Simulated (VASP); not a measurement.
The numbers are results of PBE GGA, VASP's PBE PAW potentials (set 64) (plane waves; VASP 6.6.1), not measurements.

VASP input:

INCAR:
```
SIGMA = 0.05   ! width (eV)
ISMEAR = 0
ALGO = Normal
PREC = Accurate
NELM = 100
SYSTEM = BAs
LREAL = F   ! projection in real space or not
EDIFF = 1E-6   ! SCF stop (eV)
GGA = PE
LMAXMIX = 4
ENCUT = 520   ! plane-wave cut-off (eV)
LASPH = T   ! aspherical one-centre terms
LWAVE = T
LCHARG = F
```

POSCAR:
```
BAs
1.0
  0.0000000000   2.4082175096   2.4082175096
  2.4082175096   0.0000000000   2.4082175096
  2.4082175096   2.4082175096   0.0000000000
B As
1 1
Cart
  0.0000000000   0.0000000000   0.0000000000
  1.2041087548   1.2041087548   1.2041087548
```

File KPOINTS:
```
K-points
0
Gamma
 8 8 8
0 0 0
```

POTCAR, in this order: B As (PBE.64 set). Program: vasp_std.

Output

### OSZICAR
```
       N       E                     dE             d eps       ncg     rms          rms(c)
DAV:   1     0.128102117413E+02    0.12810E+02   -0.39446E+03   464   0.888E+02
DAV:   2    -0.116741527496E+02   -0.24484E+02   -0.23960E+02   728   0.104E+02
DAV:   3    -0.120041638683E+02   -0.33001E+00   -0.33001E+00   504   0.168E+01
DAV:   4    -0.120046790407E+02   -0.51517E-03   -0.51517E-03   720   0.735E-01
DAV:   5    -0.120046791330E+02   -0.92375E-07   -0.92375E-07   512   0.727E-03    0.477E+00
DAV:   6    -0.114708754068E+02    0.53380E+00   -0.17551E+00   480   0.677E+00    0.236E+00
DAV:   7    -0.114175543948E+02    0.53321E-01   -0.18717E-01   648   0.263E+00    0.938E-01
DAV:   8    -0.114109816295E+02    0.65728E-02   -0.21249E-02   504   0.102E+00    0.112E-01
DAV:   9    -0.114113016521E+02   -0.32002E-03   -0.61165E-04   584   0.197E-01    0.632E-02
DAV:  10    -0.114114880093E+02   -0.18636E-03   -0.29538E-04   560   0.126E-01    0.158E-02
DAV:  11    -0.114114940953E+02   -0.60860E-05   -0.11828E-05   696   0.270E-02    0.132E-02
DAV:  12    -0.114114937649E+02    0.33043E-06   -0.24946E-06   480   0.111E-02
   1 F= -.11411494E+02 E0= -.11411494E+02  d E =-.146820E-10
```

**OUTCAR**
```
------------------------ aborting loop because EDIFF is reached ----------------------------------------
  FORCE on cell =-STRESS in cart. coord.  units (eV):
  Direction    XX          YY          ZZ          XY          YZ          ZX
  --------------------------------------------------------------------------------------
  Total       -0.0001026     -0.0001026     -0.0001026      0.0000000      0.0000000      0.0000000
  in kB       -0.0058874     -0.0058874     -0.0058874      0.0000000      0.0000000      0.0000000
  external PRESSURE =      -0.0058874 kB  Pullay stress =       0.0000000 kB
  volume of cell :       27.93
      direct lattice vectors                 reciprocal lattice vectors
     0.000000000  2.408217510  2.408217510    -0.207622442  0.207622442  0.207622442
     2.408217510  0.000000000  2.408217510     0.207622442 -0.207622442  0.207622442
     2.408217510  2.408217510  0.000000000     0.207622442  0.207622442 -0.207622442
  FREE ENERGIE OF THE ION-ELECTRON SYSTEM (eV)
  ---------------------------------------------------
  free  energy   TOTEN  =       -11.4114937649 eV

  energy  without entropy=      -11.4114937649  energy(sigma->0) =      -11.41149376
```
(Selected blocks of OUTCAR.)

The compound is BAs in the zinc blende structure. It was relaxed first.
